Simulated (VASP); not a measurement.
Computed with TPSS meta-GGA, VASP's PBE PAW potentials (set 64) (plane waves; VASP).

VASP ran on this input.

KPOINTS:
```
Automatic
0
G
  21 21 12
```

**INCAR**
```
SYSTEM = Be
PREC = Accurate
ENCUT = 520
EDIFF = 1E-7
NELM = 100
ALGO = Normal
LREAL = .FALSE.
LASPH = .TRUE.
ISMEAR = -5
METAGGA = TPSS
LMIXTAU = .TRUE.
LWAVE = .FALSE.
LCHARG = .FALSE.
LORBIT = 11
NEDOS = 601
ISIF = 2
```

File POSCAR:
```
Be
1
    1.1329673412    -1.9623568292     0.0000000000
    1.1329673412     1.9623568292     0.0000000000
    0.0000000000     0.0000000000     3.5600612413
Be
2
Direct
  0.3333330000   0.6666670000   0.2500000000
  0.6666670000   0.3333330000   0.7500000000
```

**KPOINTS_OPT**
```
k-points along high-symmetry lines
6
Line-mode
Reciprocal
  0.000000   0.000000   0.000000 ! GAMMA
  0.000000   0.500000   0.000000 ! M

  0.000000   0.500000   0.000000 ! M
 -0.333333   0.666667   0.000000 ! K

 -0.333333   0.666667   0.000000 ! K
  0.000000   0.000000   0.000000 ! GAMMA

  0.000000   0.000000   0.000000 ! GAMMA
  0.000000   0.000000   0.500000 ! A

  0.000000   0.000000   0.500000 ! A
  0.000000   0.500000   0.500000 ! L

  0.000000   0.500000   0.500000 ! L
 -0.333333   0.666667   0.500000 ! H

 -0.333333   0.666667   0.500000 ! H
  0.000000   0.000000   0.500000 ! A

  0.000000   0.500000   0.500000 ! L
  0.000000   0.500000   0.000000 ! M

 -0.333333   0.666667   0.500000 ! H
 -0.333333   0.666667   0.000000 ! K
```

POTCAR, in this order: Be (PBE.64 set). Program: vasp_std.

The run wrote:

File OUTCAR:
```
 ion  position               nearest neighbor table
   1  0.333  0.667  0.250-   2 2.21   2 2.21   2 2.21   2 2.21   2 2.21   2 2.21
   2  0.667  0.333  0.750-   1 2.21   1 2.21   1 2.21   1 2.21   1 2.21   1 2.21
  LATTYP: Found a hexagonal cell.
 ALAT       =     2.2659345360
 C/A-ratio  =     1.5711227243
 Subroutine PRICEL returns:
 Original cell was already a primitive cell.
 Subroutine GETGRP returns: Found 24 space group operations
The static configuration has the point symmetry D_3d.
 The point group associated with its full space group is D_6h.
The dynamic configuration has the point symmetry D_3d.
 Subroutine INISYM returns: Found 24 space group operations
 Subroutine IBZKPT returns following result:
 Found    336 irreducible k-points:

 Following reciprocal coordinates:
            Coordinates               Weight
  0.000000  0.000000  0.000000      1.000000
  0.047619 -0.000000  0.000000      6.000000
  0.095238  0.000000  0.000000      6.000000
  0.142857  0.000000  0.000000      6.000000
  0.190476  0.000000  0.000000      6.000000
  0.238095  0.000000  0.000000      6.000000
  0.285714  0.000000  0.000000      6.000000
  0.333333  0.000000  0.000000      6.000000
  0.380952  0.000000  0.000000      6.000000
  0.428571  0.000000  0.000000      6.000000
  0.476190  0.000000  0.000000      6.000000
  0.047619  0.047619  0.000000      6.000000
  0.095238  0.047619  0.000000     12.000000
  0.142857  0.047619  0.000000     12.000000
  0.190476  0.047619  0.000000     12.000000
  0.238095  0.047619  0.000000     12.000000
  0.285714  0.047619  0.000000     12.000000
  0.333333  0.047619  0.000000     12.000000
  0.380952  0.047619  0.000000     12.000000
  0.428571  0.047619  0.000000     12.000000
  0.476190  0.047619  0.000000      6.000000
  0.095238  0.095238  0.000000      6.000000
...
```

OSZICAR:
```
       N       E                     dE             d eps       ncg     rms          rms(c)
DAV:   1     0.415964660155E+02    0.41596E+02   -0.40282E+03  4638   0.153E+03
DAV:   2     0.206671260625E+02   -0.20929E+02   -0.20677E+02  7722   0.243E+02
DAV:   3     0.196539934351E+02   -0.10131E+01   -0.10021E+01  7782   0.546E+01
DAV:   4     0.196253661297E+02   -0.28627E-01   -0.27657E-01  7866   0.967E+00
DAV:   5     0.196245133316E+02   -0.85280E-03   -0.79957E-03  7962   0.137E+00    0.223E+00
DAV:   6    -0.857509687976E+01   -0.28200E+02   -0.95228E+01  7674   0.146E+03    0.114E+00
DAV:   7    -0.918243466342E+01   -0.60734E+00   -0.69122E-01  7824   0.253E+01    0.789E-01
DAV:   8     0.132038521979E+04    0.13296E+04   -0.36767E+06  4032   0.356E+07    0.292E-01
DAV:   9    -0.953835661558E+01   -0.13299E+04   -0.53881E+00  4134   0.399E+01    0.902E-02
DAV:  10    -0.954909794428E+01   -0.10741E-01   -0.96276E-03  7122   0.139E+00    0.678E-02
DAV:  11    -0.954731188637E+01    0.17861E-02   -0.70954E-04  4260   0.371E-01    0.458E-02
DAV:  12    -0.954966773670E+01   -0.23559E-02   -0.75089E-04  4584   0.391E-01    0.368E-02
DAV:  13    -0.954994471375E+01   -0.27698E-03   -0.57447E-05  4992   0.106E-01    0.270E-02
DAV:  14    -0.954992699657E+01    0.17717E-04   -0.65355E-06  5346   0.316E-02    0.141E-02
DAV:  15    -0.954992777117E+01   -0.77460E-06   -0.40636E-06  4656   0.247E-02    0.108E-03
DAV:  16    -0.954992877417E+01   -0.10030E-05   -0.23428E-07  6006   0.583E-03    0.244E-03
DAV:  17    -0.954992819330E+01    0.58087E-06   -0.88651E-08  4278   0.369E-03    0.461E-04
DAV:  18    -0.954992868730E+01   -0.49401E-06   -0.13396E-08  2628   0.146E-03    0.498E-05
DAV:  19    -0.954992856784E+01    0.11946E-06   -0.10029E-09  2424   0.481E-04    0.435E-05
DAV:  20    -0.954992860837E+01   -0.40522E-07   -0.11367E-10  2382   0.147E-04
   1 F= -.95499286E+01 E0= -.95499286E+01  d E =0.000000E+00
       N       E                     dE             ncg
```

**OUTCAR**
```
------------------------ aborting loop because EDIFF is reached ----------------------------------------
  FORCE on cell =-STRESS in cart. coord.  units (eV):
  Direction    XX          YY          ZZ          XY          YZ          ZX
  --------------------------------------------------------------------------------------
  Total       -0.0674946     -0.0674946      0.1464869     -0.0000000     -0.0000000      0.0000000
  in kB       -6.8311950     -6.8311938     14.8260884     -0.0000000     -0.0000000      0.0000000
  external PRESSURE =       0.3878999 kB  Pullay stress =       0.0000000 kB
  volume of cell :       15.83
      direct lattice vectors                 reciprocal lattice vectors
     1.132967341 -1.962356829  0.000000000     0.441318988 -0.254795658  0.000000000
     1.132967341  1.962356829  0.000000000     0.441318988  0.254795658  0.000000000
     0.000000000  0.000000000  3.560061241     0.000000000  0.000000000  0.280894044
 POSITION                                       TOTAL-FORCE (eV/Angst)
 -----------------------------------------------------------------------------------
      1.13297      0.65412      0.89002         0.000000     -0.000000      0.000000
      1.13297     -0.65412      2.67005        -0.000000      0.000000      0.000000
 -----------------------------------------------------------------------------------
    total drift:                               -0.000000     -0.000003      0.000005
  FREE ENERGIE OF THE ION-ELECTRON SYSTEM (eV)
  ---------------------------------------------------
  free  energy   TOTEN  =        -9.5499286084 eV

  energy  without entropy=       -9.5499286084  energy(sigma->0) =       -9.54992861

 total charge

# of ion       s       p       d       tot
------------------------------------------
    1        0.409   0.774   0.000   1.184
    2        0.409   0.774   0.000   1.184
--------------------------------------------------
tot          0.819   1.549   0.000   2.368
```
(Selected blocks of OUTCAR.)

File OUTCAR:
```
 val. band max:        7.1261722306   @ k =   0.2857   0.2857   0.0000

 cond. band min:       6.9963064544   @ k =   0.3333   0.2857   0.2500


 Fermi energy:         7.0698548939

 k-point     1 :       0.0000    0.0000    0.0000
  band No.  band energies     occupation
      1      -4.4133      2.00000
      2       2.6285      2.00000
      3       8.1197      0.00000
      4      23.2026      0.00000
      5      23.2026      0.00000
      6      26.0207      0.00000

 k-point     2 :       0.0476   -0.0000    0.0000
  band No.  band energies     occupation
      1      -4.3473      2.00000
      2       2.7140      2.00000
      3       8.1411      0.00000
      4      22.6228      0.00000
      5      22.7589      0.00000
      6      26.0359      0.00000

 k-point     3 :       0.0952    0.0000    0.0000
  band No.  band energies     occupation
      1      -4.1494      2.00000
      2       2.9705      2.00000
      3       8.2023      0.00000
      4      21.1657      0.00000
      5      21.8233      0.00000
      6      26.0220      0.00000

 k-point     4 :       0.1429    0.0000    0.0000
  band No.  band energies     occupation
      1      -3.8194      2.00000
      2       3.3973      2.00000
      3       8.2914      0.00000
      4      19.2940      0.00000
      5      20.7866      0.00000
      6      25.8889      0.00000

 k-point     5 :       0.1905    0.0000    0.0000
  band No.  band energies     occupation
      1      -3.3572      2.00000
      2       3.9933      2.00000
      3       8.3780      0.00000
      4      17.3384      0.00000
      5      19.7924      0.00000
      6      25.3804      0.00000

 k-point     6 :       0.2381    0.0000    0.0000
  band No.  band energies     occupation
      1      -2.7632      2.00000
      2       4.7567      2.00000
      3       8.3892      0.00000
      4      15.5337      0.00000
      5      18.8979      0.00000
      6      23.5898      0.00000
...
```

For a metal the tetrahedron method with Blöchl corrections gives inexact stress and forces.

The compound is Be in the hcp structure. It was relaxed first.
